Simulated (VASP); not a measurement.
The system is InSe.

```
In Se
1.0
     4.05000    0.00000    0.00000
    -2.02500    3.50740    0.00000
     0.00000    0.00000   16.93000
In Se
4 4
Direct
  0.33333 0.66667 0.15700
  0.66667 0.33333 0.65700
  0.33333 0.66667 0.34300
  0.66667 0.33333 0.84300
  0.33333 0.66667 0.60200
  0.66667 0.33333 0.10200
  0.33333 0.66667 0.89800
  0.66667 0.33333 0.39800
```

| Quantity | Value |
| --- | --- |
| Program | VASP 6.6.1 |
| Task | relaxation of cell and atoms |
| Functional | PBE |
| Dispersion | D3(BJ) |
| Potentials or basis | VASP PAW PBE potentials, release 64 (In_d, Se) |
| Cutoff | 600 eV |
| k mesh | 9 × 9 × 2 |
| Occupations | gaussian, width 0.03 eV |
| Spin | no spin polarisation |

At the start: pressure 6.0 GPa; volume 30.06 Å³/atom.

Q: Where does the relaxation end?

A: Over 21 steps the energy falls by 235.5 meV/atom and the volume is 29.51 Å³/atom (-1.8 %); space group P6_3/mmc (No. 194, to 0.05 Å).

The path:
```
step  energy change (eV)  largest force (eV/Å)  pressure (GPa)  volume (Å³)
   1              0.0000                2.9070            5.96       240.49
   2             -1.1000                0.2693           -4.41       280.98
   3             -1.3896                0.8298           -2.17       266.69
   4             -1.6667                0.3208           -1.19       254.23
   5             -1.7214                0.2780           -0.30       246.46
   6             -1.8289                0.3119            0.48       240.32
   7             -1.8499                0.3315            1.09       236.15
   8             -1.8674                0.1210           -0.64       241.08
   9             -1.8775                0.0468           -0.01       239.23
  10             -1.8775                0.0523            0.00       239.17
  11             -1.8785                0.0415           -0.02       239.09
  12             -1.8787                0.0737           -0.04       239.03
  13             -1.8794                0.0641           -0.03       238.81
  14             -1.8811                0.0509            0.01       238.16
  15             -1.8819                0.0736            0.11       236.84
  16             -1.8829                0.0475            0.03       236.93
  17             -1.8833                0.0253           -0.11       237.07
  18             -1.8834                0.0236           -0.09       237.05
  19             -1.8839                0.0262           -0.04       236.61
  20             -1.8842                0.0291            0.05       235.94
  21             -1.8843                0.0068           -0.01       236.05
```

Final structure:
```cif
data_structure
_symmetry_space_group_name_H-M 'P 1'
_symmetry_Int_Tables_number 1
_cell_length_a 4.0331
_cell_length_b 4.0331
_cell_length_c 16.7572
_cell_angle_alpha 90.000
_cell_angle_beta 90.000
_cell_angle_gamma 120.000
_cell_volume 236.05
loop_
_atom_site_label
_atom_site_type_symbol
_atom_site_fract_x
_atom_site_fract_y
_atom_site_fract_z
_atom_site_occupancy
In1 In 0.33333 0.66667 0.16664 1
In2 In 0.66667 0.33333 0.66664 1
In3 In 0.33333 0.66667 0.33336 1
In4 In 0.66667 0.33333 0.83336 1
Se1 Se 0.33333 0.66667 0.58971 1
Se2 Se 0.66667 0.33333 0.08971 1
Se3 Se 0.33333 0.66667 0.91029 1
Se4 Se 0.66667 0.33333 0.41029 1
```
